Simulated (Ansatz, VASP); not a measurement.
## NaCaF3 in VASP and in Ansatz

```
Na Ca F
1.0
     4.10186    0.00000    0.00000
     0.00000    4.10186    0.00000
     0.00000    0.00000    4.10186
Na Ca F
1 1 3
Direct
  0.00000 0.00000 0.00000
  0.50000 0.50000 0.50000
  0.50000 0.00000 0.00000
  0.00000 0.50000 0.00000
  0.00000 0.00000 0.50000
```

Alike in both runs: functional PBE; k mesh 4 × 4 × 4; occupations gaussian, width 0.1 eV; no spin polarisation.

Ansatz relaxed the structure, and its values are those at the end. VASP's run is a single point on that final structure, the one shown.

|  | VASP | Ansatz |
| --- | --- | --- |
| version | VASP 6.6.1 | Ansatz 0.2.0 |
| potentials or method | VASP PAW PBE potentials, release 64 (Na_pv, Ca_sv, F) | scalar-relativistic, plane waves, PAW |
| plane-wave cutoff (eV) | 520 | 420 |
| valence electrons in the cell | 38 | 40 |

```tsv
	VASP	Ansatz	Ansatz less VASP
gap on the k mesh at the Fermi level (eV)	4.95	4.97	+0.019
least direct gap on the mesh (eV)	4.95	4.97	+0.019
pressure (GPa)	0.1	0.0	-0.13
```

The two sets of potentials don't hold the same shells in valence.

Expect the measured gap to be larger: semilocal functionals such as PBE lack the derivative discontinuity.
